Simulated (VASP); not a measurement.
Energy against volume of Pt (fcc). These are TPSS meta-GGA, VASP's PBE PAW potentials (set 64) (plane waves; VASP) values and carry that method's errors. Run with 520 eV cut-off, 16×16×16 Γ-centred mesh, first-order Methfessel-Paxton smearing of 0.10 eV, potentials Pt.

```tsv
V (Å³/atom)	E (eV/atom)
14.880	-6.64030
15.341	-6.65310
15.801	-6.64227
16.261	-6.61194
```

Fit these four points and predict the energy of the run at 14.420 Å³/atom.

A cubic in V^(−2/3), the third-order Birch-Murnaghan form, passes through the four points with V0 = 15.35 Å³/atom and B0 = 273 GPa, and gives -6.5990 eV/atom there. The run gave -6.5989 eV/atom, +0.1 meV/atom from the fit; all five points give B0 = 273 GPa.

The compound is Pt in the fcc structure. It was relaxed first.
